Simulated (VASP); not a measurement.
These are vdW-DF2, VASP's PBE PAW potentials (set 64) (plane waves; VASP 6.6.1) values and carry that method's errors.

Input for VASP

**POSCAR**
```
SrTiO3
1.0
  3.8964014399   0.0000000000   0.0000000000
  0.0000000000   3.8964014399   0.0000000000
  0.0000000000   0.0000000000   3.8964014399
Sr Ti O
1 1 3
direct
  0.0000000000   0.0000000000   0.0000000000
  0.5000000000   0.5000000000   0.5000000000
  0.5000000000   0.0000000000   0.5000000000
  0.0000000000   0.5000000000   0.5000000000
  0.5000000000   0.5000000000   0.0000000000
```

**KPOINTS**
```
Automatic mesh
0
Gamma
5 5 5
0 0 0
```

INCAR:
```
AGGAC  =  0.0
ALGO  =  Normal
EDIFF  =  1E-6
EDIFFG  =  -0.02
ENCUT  =  520
GGA  =  ML
IBRION  =  2
ISIF  =  3
ISMEAR  =  0
LASPH  =  T
LCHARG  =  F
LMAXMIX  =  4
LREAL  =  F
LUSE_VDW  =  T
LWAVE  =  F
NELM  =  100
NSW  =  60
PREC  =  Accurate
SIGMA  =  0.05
SYSTEM  =  SrTiO3
ZAB_VDW  =  -1.8867
```

POTCAR, in this order: Sr_sv Ti_sv O (PBE.64 set). Program: vasp_std.

The run wrote:

File OUTCAR:
```
 ion  position               nearest neighbor table
   1  0.000  0.000  0.000-   3 2.76   4 2.76   5 2.76   3 2.76   4 2.76   4 2.76   5 2.76   4 2.76
                             3 2.76   5 2.76   3 2.76   5 2.76   2 3.37   2 3.37   2 3.37   2 3.37
   2  0.500  0.500  0.500-   3 1.95   4 1.95   5 1.95   5 1.95   3 1.95   4 1.95   1 3.37   1 3.37
                             1 3.37   1 3.37   1 3.37   1 3.37   1 3.37   1 3.37
   3  0.500  0.000  0.500-   2 1.95   2 1.95   1 2.76   1 2.76   1 2.76   1 2.76
   4  0.000  0.500  0.500-   2 1.95   2 1.95   1 2.76   1 2.76   1 2.76   1 2.76
   5  0.500  0.500  0.000-   2 1.95   2 1.95   1 2.76   1 2.76   1 2.76   1 2.76
  LATTYP: Found a simple cubic cell.
 ALAT       =     3.8964014399
 Subroutine PRICEL returns:
 Original cell was already a primitive cell.
 Subroutine GETGRP returns: Found 48 space group operations
The static configuration has the point symmetry O_h .
The dynamic configuration has the point symmetry O_h .
 Subroutine INISYM returns: Found 48 space group operations
 Subroutine IBZKPT returns following result:
 Found     10 irreducible k-points:

 Following reciprocal coordinates:
            Coordinates               Weight
  0.000000  0.000000  0.000000      1.000000
  0.200000  0.000000  0.000000      6.000000
  0.400000  0.000000  0.000000      6.000000
  0.200000  0.200000  0.000000     12.000000
  0.400000  0.200000  0.000000     24.000000
  0.400000  0.400000  0.000000     12.000000
  0.200000  0.200000  0.200000      8.000000
  0.400000  0.200000  0.200000     24.000000
  0.400000  0.400000  0.200000     24.000000
  0.400000  0.400000  0.400000      8.000000
   k-points           NKPTS =     10   k-points in BZ     NKDIM =     10   number of bands    NBANDS=     24
   number of dos      NEDOS =    301   number of ions     NIONS =      5
   total plane-waves  NPLWV =  27000
   dimension x,y,z NGX =    30 NGY =   30 NGZ =   30
   dimension x,y,z NGXF=    60 NGYF=   60 NGZF=   60
   ions per type =               1   1   3
   PREC   = accura    normal or accurate (medium, high low for compatibility)
   ISTART =      0    job   : 0-new  1-cont  2-samecut
   ICHARG =      2    charge: 1-file 2-atom 10-const
   ISPIN  =      1    spin polarized calculation?
   LNONCOLLINEAR =      F non collinear calculations
   LSORBIT =      F    spin-orbit coupling
   INIWAV =      1    electr: 0-lowe 1-rand  2-diag
   ENCUT  =  520.0 eV  38.22 Ry    6.18 a.u.   7.24  7.24  7.24*2*pi/ulx,y,z
   NELM   =    100;   NELMIN=  2; NELMDL= -5     # of ELM steps
   EDIFF  = 0.1E-05   stopping-criterion for ELM
   LREAL  =      F    real-space projection
   NLSPLINE    = F    spline interpolate recip. space projectors
   LMAXMIX     =    4 max onsite mixed and CHGCAR
   VOSKOWN=      0    Vosko Wilk Nusair interpolation
   EDIFFG = -.2E-01   stopping-criterion for IOM
   NSW    =     60    number of steps for IOM
   NBLOCK =      1;   KBLOCK =     60    inner block; outer block
   IBRION =      2    ionic relax: 0-MD 1-quasi-New 2-CG
   NFREE  =      1    steps in history (QN), initial steepest desc. (CG)
   ISIF   =      3    stress and relaxation
   ISYM   =      2    0-nonsym 1-usesym 2-fastsym
   TEIN   =    0.0    initial temperature
   TEBEG  =    0.0;   TEEND  =   0.0 temperature during run
   SMASS  =  -3.00    Nose mass-parameter (am)
   PSTRESS=    0.0 pullay stress
   NELECT =      40.0000    total number of electrons
   EFERMI =   0.00;   METHOD = LEGACY
   ISMEAR =     0;   SIGMA  =   0.05  broadening in eV -4-tet -1-fermi 0-gaus
   IALGO  =     38    algorithm
   LDIAG  =      T    sub-space diagonalisation (order eigenvalues)
   IMIX   =      4    mixing-type and parameters
     AMIX     =   0.40;   BMIX     =  1.00
     AMIX_MAG =   1.60;   BMIX_MAG =  1.00
     AMIN     =   0.10
   GGA     = ML    functional components
   VOSKOWN =     0    Vosko Wilk Nusair interpolation
   LHFCALC =     F    Hartree Fock is set to
   LHFONE  =     F    Hartree Fock one center treatment
...
```

File OSZICAR:
```
       N       E                     dE             d eps       ncg     rms          rms(c)
DAV:   1     0.467823038536E+03    0.46782E+03   -0.21901E+04   480   0.186E+03
DAV:   2     0.273415001059E+01   -0.46509E+03   -0.45812E+03   576   0.505E+02
DAV:   3    -0.404372118867E+02   -0.43171E+02   -0.43137E+02   664   0.148E+02
DAV:   4    -0.425291458626E+02   -0.20919E+01   -0.20912E+01   680   0.290E+01
DAV:   5    -0.425988924508E+02   -0.69747E-01   -0.69743E-01   664   0.396E+00    0.280E+01
DAV:   6    -0.301537366403E+02    0.12445E+02   -0.84307E+01   712   0.806E+01    0.172E+01
DAV:   7    -0.301538439208E+02   -0.10728E-03   -0.11347E+01   568   0.275E+01    0.113E+01
DAV:   8    -0.300704157966E+02    0.83428E-01   -0.17412E+00   632   0.139E+01    0.348E+00
DAV:   9    -0.300431685193E+02    0.27247E-01   -0.31987E-01   608   0.516E+00    0.980E-01
DAV:  10    -0.300401564990E+02    0.30120E-02   -0.87989E-02   648   0.269E+00    0.565E-01
DAV:  11    -0.300370093978E+02    0.31471E-02   -0.24647E-02   672   0.118E+00    0.105E-01
DAV:  12    -0.300369845820E+02    0.24816E-04   -0.12533E-03   656   0.374E-01    0.751E-02
DAV:  13    -0.300370075636E+02   -0.22982E-04   -0.60905E-04   632   0.337E-01    0.639E-02
DAV:  14    -0.300369523158E+02    0.55248E-04   -0.44420E-04   584   0.209E-01    0.162E-02
DAV:  15    -0.300369534734E+02   -0.11576E-05   -0.23246E-05   592   0.401E-02    0.116E-02
DAV:  16    -0.300369515962E+02    0.18773E-05   -0.17473E-05   600   0.420E-02    0.394E-03
DAV:  17    -0.300369514084E+02    0.18775E-06   -0.11806E-06   296   0.119E-02
   1 F= -.30036951E+02 E0= -.30036951E+02  d E =-.300370E+02
       N       E                     dE             d eps       ncg     rms          rms(c)
DAV:   1    -0.360480940564E+02   -0.60111E+01   -0.16426E+02   552   0.139E+02    0.218E+01
DAV:   2    -0.312289790582E+02    0.48191E+01   -0.28032E+01   528   0.525E+01    0.878E+00
DAV:   3    -0.303192714822E+02    0.90971E+00   -0.98075E+00   600   0.200E+01    0.602E+00
DAV:   4    -0.299835408832E+02    0.33573E+00   -0.21318E+00   584   0.125E+01    0.365E+00
DAV:   5    -0.300344607156E+02   -0.50920E-01   -0.78443E-01   760   0.579E+00    0.302E+00
DAV:   6    -0.300392258990E+02   -0.47652E-02   -0.44850E-02   592   0.126E+00    0.264E+00
DAV:   7    -0.300444256033E+02   -0.51997E-02   -0.12231E-01   512   0.265E+00    0.108E+00
DAV:   8    -0.300523144921E+02   -0.78889E-02   -0.25879E-02   696   0.954E-01    0.339E-01
DAV:   9    -0.300523372509E+02   -0.22759E-04   -0.59580E-03   768   0.447E-01    0.146E-01
DAV:  10    -0.300523752883E+02   -0.38037E-04   -0.10420E-03   656   0.257E-01    0.632E-02
DAV:  11    -0.300523933109E+02   -0.18023E-04   -0.12099E-04   624   0.818E-02    0.268E-02
DAV:  12    -0.300524005794E+02   -0.72685E-05   -0.19820E-05   824   0.342E-02    0.130E-02
DAV:  13    -0.300523987213E+02    0.18582E-05   -0.83738E-06   496   0.278E-02    0.306E-03
DAV:  14    -0.300523987739E+02   -0.52638E-07   -0.18077E-06   384   0.882E-03
   2 F= -.30052399E+02 E0= -.30052399E+02  d E =-.154474E-01
       N       E                     dE             d eps       ncg     rms          rms(c)
DAV:   1    -0.317634684915E+02   -0.17111E+01   -0.41705E+01   560   0.652E+01    0.109E+01
DAV:   2    -0.303787698214E+02    0.13847E+01   -0.50766E+00   584   0.200E+01    0.341E+00
DAV:   3    -0.301974315596E+02    0.18134E+00   -0.98563E-01   656   0.724E+00    0.106E+00
DAV:   4    -0.302066153588E+02   -0.91838E-02   -0.20958E-01   720   0.289E+00    0.600E-01
DAV:   5    -0.302147329067E+02   -0.81175E-02   -0.27151E-02   592   0.117E+00    0.466E-01
DAV:   6    -0.302199832894E+02   -0.52504E-02   -0.15852E-02   680   0.719E-01    0.126E-01
DAV:   7    -0.302206575916E+02   -0.67430E-03   -0.24540E-03   712   0.278E-01    0.427E-02
DAV:   8    -0.302207437768E+02   -0.86185E-04   -0.35027E-04   648   0.908E-02    0.343E-02
DAV:   9    -0.302207538438E+02   -0.10067E-04   -0.72817E-05   576   0.899E-02    0.163E-02
DAV:  10    -0.302207574422E+02   -0.35984E-05   -0.20775E-05   592   0.345E-02    0.769E-03
DAV:  11    -0.302207569217E+02    0.52048E-06   -0.13732E-06   336   0.105E-02
   3 F= -.30220757E+02 E0= -.30220757E+02  d E =-.183806E+00
```

File OUTCAR:
```
------------------------ aborting loop because EDIFF is reached ----------------------------------------
  FORCE on cell =-STRESS in cart. coord.  units (eV):
  Direction    XX          YY          ZZ          XY          YZ          ZX
  --------------------------------------------------------------------------------------
  Total       -0.0660562     -0.0660562     -0.0660562      0.0000000      0.0000000     -0.0000000
  in kB       -1.6619638     -1.6619638     -1.6619638      0.0000000      0.0000000     -0.0000000
  external PRESSURE =      -1.6619638 kB  Pullay stress =       0.0000000 kB
  volume of cell :       63.68
      direct lattice vectors                 reciprocal lattice vectors
     3.993320334 -0.000000000 -0.000000000     0.250418177  0.000000000 -0.000000000
    -0.000000000  3.993320334 -0.000000000     0.000000000  0.250418177  0.000000000
     0.000000000 -0.000000000  3.993320334     0.000000000  0.000000000  0.250418177
 POSITION                                       TOTAL-FORCE (eV/Angst)
 -----------------------------------------------------------------------------------
      0.00000      0.00000      0.00000         0.000000     -0.000000      0.000000
      1.99666      1.99666      1.99666        -0.000000      0.000000      0.000000
      1.99666     -0.00000      1.99666         0.000000      0.000000      0.000000
      0.00000      1.99666      1.99666        -0.000000      0.000000      0.000000
      1.99666      1.99666     -0.00000         0.000000     -0.000000      0.000000
 -----------------------------------------------------------------------------------
    total drift:                                0.000000      0.000000     -0.000000
  FREE ENERGIE OF THE ION-ELECTRON SYSTEM (eV)
  ---------------------------------------------------
  free  energy   TOTEN  =       -30.2207569217 eV

  energy  without entropy=      -30.2207569217  energy(sigma->0) =      -30.22075692

 reached required accuracy - stopping structural energy minimisation
```
(Selected blocks of OUTCAR.)

CONTCAR:
```
SrTiO3
   1.00000000000000
     3.9933203344715045   -0.0000000000000000   -0.0000000000000000
    -0.0000000000000000    3.9933203344715045   -0.0000000000000000
     0.0000000000000000   -0.0000000000000000    3.9933203344715049
  Sr              Ti              O
     1     1     3
Direct
     0.0000000000000000    0.0000000000000000    0.0000000000000000
     0.5000000000000000    0.5000000000000000    0.5000000000000000
     0.5000000000000000    0.0000000000000000    0.5000000000000000
     0.0000000000000000    0.5000000000000000    0.5000000000000000
     0.5000000000000000    0.5000000000000000    0.0000000000000000
```

Energy and stress use the plane-wave basis of the starting cell.

The compound is SrTiO3 in the cubic perovskite structure, the ideal cubic form; the compound distorts at low or room temperature. This run relaxes it. Symmetry was kept, so distortions that lower it aren't found.
